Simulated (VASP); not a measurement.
# GaAs: single point with PBE

**Measured values to compare with.**

“Evidence of valence band perturbations in GaAsN/GaAs(001): A combined variable-angle spectroscopic ellipsometry and modulated photoreflectance investigation”, 2008, arxiv:0805.2212 reports, for a bulk crystal of GaAs at 300 K: band gap 1.418 ± 0.005 eV (direct).

GaAs:

```
Ga As
1.0
     0.00000    2.82685    2.82685
     2.82685    0.00000    2.82685
     2.82685    2.82685    0.00000
Ga As
1 1
Direct
  0.00000 0.00000 0.00000
  0.25000 0.25000 0.25000
```

| Item | Value |
| --- | --- |
| Program | VASP 6.6.1 |
| Task | single point |
| Functional | PBE |
| Potentials or basis | VASP PAW PBE potentials, release 64 (Ga_d, As) |
| Cutoff | 520 eV |
| k mesh | 6 × 6 × 6 |
| Occupations | gaussian, width 0.02 eV |
| Spin | no spin polarisation |
| Further INCAR settings | ALGO = Normal; EDIFF = 1e-07; NBANDS = 16 |

The pressure is 3.5 GPa and the band gap on the k mesh is 0.52 eV, direct.

Levels at points of the mesh, in eV from the valence-band top:
| k point | band 5 | band 6 | band 7 | band 8 | band 9 | band 10 | band 11 | band 12 | band 13 | band 14 |
| --- | --- | --- | --- | --- | --- | --- | --- | --- | --- | --- |
| (0.00, 0.00, 0.00) | -14.74 | -12.73 | 0.00 | 0.00 | 0.00 | 0.52 | 3.72 | 3.72 | 3.72 | 7.59 |
| (0.50, 0.00, 0.00) | -14.74 | -10.96 | -6.64 | -1.14 | -1.14 | 1.00 | 4.63 | 4.63 | 7.75 | 10.40 |
| (0.50, 0.50, 0.00) | -14.73 | -10.22 | -6.82 | -2.68 | -2.68 | 1.46 | 1.65 | 10.16 | 10.16 | 10.98 |

It took 14 s on 1 thread of Intel(R) Xeon(R) Platinum 8259CL CPU @ 2.50GHz (Skylake/Cascade Lake) (shared host), peak memory 0.16 GiB.

Measured gap of GaAs: 1.418 eV (direct; 300 K; “Evidence of valence band perturbations in GaAsN/GaAs(001): A combined variable-angle spectroscopic ellipsometry and modulated photoreflectance investigation”, 2008, arxiv:0805.2212). This calculation gives 0.52 eV (-0.90 eV). 3 values of this kind are on record (1.412 to 1.51 eV); this one was drawn at random among those near their median, those with a stated uncertainty first. Spin-orbit coupling on As, Ga is left out. The value is that of PBE on a finite k mesh, which can miss the band edges, without temperature or zero-point motion. Semilocal functionals fall short of measured gaps as a rule.
